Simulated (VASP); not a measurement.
Consider the following.

```
CELL_PARAMETERS angstrom
      2.82308     0.00000     0.00000
      0.00000     3.99243     0.00000
      0.00000     0.00000    24.78742
ATOMIC_POSITIONS crystal
  Al 0.50000 0.00000 0.33893
  Al 0.50000 0.50000 0.41947
  Al 0.50000 0.00000 0.50000
  Al 0.50000 0.50000 0.58053
  Al 0.50000 0.00000 0.66107
  Co 0.00000 0.50000 0.33893
  Co 0.00000 0.00000 0.41947
  Co 0.00000 0.50000 0.50000
  Co 0.00000 0.00000 0.58053
  Co 0.00000 0.50000 0.66107
```

All values below come from PBEsol GGA, VASP's PBE PAW potentials (set 64) (plane waves; VASP). Run with PREC = Normal, EDIFF = 1E-5, 400 eV cut-off, 10×7×1 Γ-centred mesh, first-order Methfessel-Paxton smearing of 0.10 eV, potentials Al Co.

### Question
The ions are relaxed. Which structure does the run end with?

### Answer

```
CELL_PARAMETERS angstrom
      2.82308     0.00000     0.00000
      0.00000     3.99243     0.00000
      0.00000     0.00000    24.78742
ATOMIC_POSITIONS crystal
  Al 0.50000 0.00000 0.33462
  Al 0.50000 0.50000 0.41960
  Al 0.50000 0.00000 0.50000
  Al 0.50000 0.50000 0.58040
  Al 0.50000 0.00000 0.66538
  Co 0.00000 0.50000 0.34278
  Co 0.00000 0.00000 0.42002
  Co 0.00000 0.50000 0.50000
  Co 0.00000 0.00000 0.57998
  Co 0.00000 0.50000 0.65722
```

### Question
How much energy does the relaxation gain?

### Answer
The energy (σ→0) changes by -13.8 meV/atom, in 6 ionic steps.

The cell is a thin slab with vacuum, built from CoAl (CsCl type): (110) face. The run is not spin-polarised, so no magnetic state was tried.
